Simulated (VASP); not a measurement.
# CdSe (F-43m) in VASP: Born charges and dielectric tensor with LDA

Aim: the Born charges and dielectric tensor of CdSe with LDA.

All numbers are computed with VASP 6.6.1; they aren't measurements. Logs are shortened: lines on timing, memory, paths and dates and some standing lists are left out, and cuts for length are marked.

**1. The structure**

The structure is cubic, space group F-43m (No. 216). The conventional cell has a = 6.023 Å, b = 6.023 Å, c = 6.023 Å, α = 90.00°, β = 90.00°, γ = 90.00°. Cd (site symmetry -43m) is surrounded by 4 Se at 2.61 Å. Se (site symmetry -43m) is surrounded by 4 Cd at 2.61 Å.

Measurements of this composition are mostly on another form, of space group No. 186.

**2. Born charges and dielectric tensor, LDA**

Input file INCAR:

```
PREC = Accurate ; ENCUT = 600
EDIFF = 1E-8 ; ISMEAR = 0
SIGMA = 0.02 ; LREAL = F
LASPH = T ; NELM = 100
ALGO = Fast ; ISIF = 2
LWAVE = F ; LCHARG = F
LEPSILON = T ; IBRION = 8
NSW = 1
```

Input file KPOINTS:

```
Automatic mesh
0
Gamma
  10 10 10
```

Input file POSCAR:

```
CdSe
1.0
    0.0000000000      3.0113700000      3.0113700000
    3.0113700000      0.0000000000      3.0113700000
    3.0113700000      3.0113700000      0.0000000000
Cd Se
1 1
Direct
    0.0000000000      0.0000000000      0.0000000000
    0.2500000000      0.2500000000      0.2500000000
```

Potentials or basis: VASP PAW LDA potentials, release 64 (Cd, Se).

On the command line:

```sh
cat potpaw_LDA.64/Cd/POTCAR potpaw_LDA.64/Se/POTCAR > POTCAR
mpirun -np 1 vasp_std > vasp.out
```

OUTCAR:

```text
PREC = Accurate
   ENCUT = 600
   EDIFF = 1E-8
   ISMEAR = 0
   LREAL = F
   LASPH = T
   NELM = 100
   ISIF = 2
   LEPSILON = T
   IBRION = 8
   NSW = 1

 ion  position               nearest neighbor table
   1  0.000  0.000  0.000-   2 2.61   2 2.61   2 2.61   2 2.61
   2  0.250  0.250  0.250-   1 2.61   1 2.61   1 2.61   1 2.61

  LATTYP: Found a face centered cubic cell.
 ALAT       =     6.0227400000

  Lattice vectors:

 A1 = (   0.0000000000,   3.0113700000,   3.0113700000)
 A2 = (   3.0113700000,   0.0000000000,   3.0113700000)
 A3 = (   3.0113700000,   3.0113700000,   0.0000000000)

Analysis of symmetry for initial positions (statically):
=====================================================================
 Subroutine PRICEL returns:
 Original cell was already a primitive cell.

 Routine SETGRP: Setting up the symmetry group for a
 face centered cubic supercell.

 Subroutine GETGRP returns: Found 24 space group operations
 (whereof 24 operations were pure point group operations)
 out of a pool of 48 trial point group operations.

The static configuration has the point symmetry T_d .

Analysis of symmetry for dynamics (positions and initial velocities):
=====================================================================
 Subroutine PRICEL returns:
 Original cell was already a primitive cell.

 Routine SETGRP: Setting up the symmetry group for a
 face centered cubic supercell.

 Subroutine GETGRP returns: Found 24 space group operations
 (whereof 24 operations were pure point group operations)
 out of a pool of 48 trial point group operations.

The dynamic configuration has the point symmetry T_d .

 Subroutine INISYM returns: Found 24 space group operations
 (whereof 24 operations are pure point group operations),
 and found     1 'primitive' translations

[... 619 lines left out ...]
     0.00000 -0.00215 -6.80112
     0.00000 -6.80112 -0.00215

 MACROSCOPIC STATIC DIELECTRIC TENSOR (including local field effects in DFT)
 ------------------------------------------------------
          14.215584     0.000000     0.000000
          -0.000000    14.215584    -0.000000
           0.000000    -0.000000    14.215584
 ------------------------------------------------------

 PIEZOELECTRIC TENSOR (including local field effects)  for field in x, y, z        (e  Angst)
          XX          YY          ZZ          XY          YZ          ZX
  --------------------------------------------------------------------------------
  x     0.00000     0.00000     0.00000     0.00000    -2.46352     0.00000
  y    -0.00000     0.00000    -0.00000     0.00000     0.00000    -2.46352
  z    -0.00000    -0.00000     0.00000    -2.46352     0.00000     0.00000

 PIEZOELECTRIC TENSOR (including local field effects)  for field in x, y, z        (C/m^2)
          XX          YY          ZZ          XY          YZ          ZX
  --------------------------------------------------------------------------------
  x     0.00000     0.00000     0.00000     0.00000    -0.72268     0.00000
  y    -0.00000     0.00000    -0.00000     0.00000     0.00000    -0.72268
  z    -0.00000    -0.00000     0.00000    -0.72268     0.00000     0.00000

 BORN EFFECTIVE CHARGES (including local field effects) (in |e|, cummulative output)
 ---------------------------------------------------------------------------------
 ion    1
    1     2.29994     0.00000     0.00000
    2     0.00000     2.29994     0.00000
    3     0.00000     0.00000     2.29994
 ion    2
    1    -2.29994     0.00000     0.00000
    2     0.00000    -2.29994     0.00000
    3     0.00000     0.00000    -2.29994

 INTERNAL STRAIN TENSOR FOR ION    2 for displacements in x,y,z  (eV/Angst):
          X           Y           Z          XY          YZ          ZX
  --------------------------------------------------------------------------------
  x     0.00000    -0.00000    -0.00000     0.00000    -6.80112     0.00000
  y     0.00000     0.00000     0.00000     0.00000     0.00000    -6.80112
  z    -0.00000    -0.00000     0.00000    -6.80112     0.00000     0.00000

 SECOND DERIVATIVES (NOT SYMMETRIZED)
 ------------------------------------
               1X          1Y          1Z          2X          2Y          2Z
  1X    -5.317797    0.000000    0.000000    5.317797    0.000000    0.000000
  1Y     0.000000   -5.317797    0.000000    0.000000    5.317797    0.000000
  1Z     0.000000    0.000000   -5.317797    0.000000    0.000000    5.317797
  2X     5.291884    0.000000    0.000000   -5.291884    0.000000    0.000000
  2Y     0.000000    5.291884    0.000000    0.000000   -5.291884    0.000000
  2Z     0.000000    0.000000    5.291884    0.000000    0.000000   -5.291884

 Eigenvectors and eigenvalues of the dynamical matrix
 ----------------------------------------------------

   1 f  =    5.285968 THz    33.212719 2PiTHz  176.320928 cm-1    21.860999 meV
             X         Y         Z           dx          dy          dz
      0.000000  0.000000  0.000000     0.643262   -0.000000   -0.000000
      1.505685  1.505685  1.505685    -0.765646   -0.000000   -0.000000
[... 21 lines left out ...]
   6 f/i=    0.006359 THz     0.039952 2PiTHz    0.212100 cm-1     0.026297 meV
             X         Y         Z           dx          dy          dz
      0.000000  0.000000  0.000000    -0.395074    0.483707    0.442897
      1.505685  1.505685  1.505685    -0.331924    0.406389    0.372103

--------------------------------------------------------------------------------------------------------

 MACROSCOPIC STATIC DIELECTRIC TENSOR IONIC CONTRIBUTION
 ------------------------------------------------------
           3.303723     0.000000     0.000000
           0.000000     3.303723     0.000000
           0.000000     0.000000     3.303723
 ------------------------------------------------------

 ELASTIC MODULI CONTR FROM IONIC RELAXATION (kBar)
 Direction    XX          YY          ZZ          XY          YZ          ZX
 --------------------------------------------------------------------------------
 XX          -0.0000     -0.0000     -0.0000     -0.0000      0.0000      0.0000
 YY          -0.0000     -0.0000     -0.0000     -0.0000     -0.0000      0.0000
 ZZ          -0.0000     -0.0000     -0.0000      0.0000     -0.0000      0.0000
 XY          -0.0000     -0.0000      0.0000   -260.3216      0.0000      0.0000
 YZ           0.0000     -0.0000     -0.0000      0.0000   -260.3216      0.0000
 ZX           0.0000      0.0000      0.0000      0.0000      0.0000   -260.3216
 --------------------------------------------------------------------------------

 PIEZOELECTRIC TENSOR IONIC CONTR  for field in x, y, z        (C/m^2)
          XX          YY          ZZ          XY          YZ          ZX
  --------------------------------------------------------------------------------
  x     0.00000     0.00000     0.00000     0.00000     0.87263     0.00000
  y    -0.00000     0.00000    -0.00000     0.00000     0.00000     0.87263
  z     0.00000     0.00000     0.00000     0.87263     0.00000     0.00000
```

Run time: 6.8 min. Hardware: 1 thread of Intel Xeon 6975P-C (Granite Rapids), shared host; peak memory 0.51 GiB.

What came out:

```
Band gap on the k mesh                                  : 0.42 eV, direct
Electronic dielectric tensor (diagonal)                 : 14.22
Born charges (mean of the diagonal)                     : Cd +2.30; Se -2.30 e
Highest phonon frequency at Γ, LO-TO splitting left out : 176 cm⁻¹
```

Phonon frequencies in cm⁻¹ (negative: imaginary):
| q point | frequencies |
| --- | --- |
| (0.000, 0.000, 0.000) | 0 0 0 176 176 176 |

Electronic dielectric tensor:
```
14.22  0.00  0.00
 0.00 14.22  0.00
 0.00  0.00 14.22
```

Born effective charge tensors (e):
atom 1, Cd
```
2.30 0.00 0.00
0.00 2.30 0.00
0.00 0.00 2.30
```
atom 2, Se
```
-2.30  0.00  0.00
 0.00 -2.30  0.00
 0.00  0.00 -2.30
```

Caveat: the gap is small at this level, which inflates the dielectric constant. LDA gaps usually lie below the measured ones, often by a third to a half.
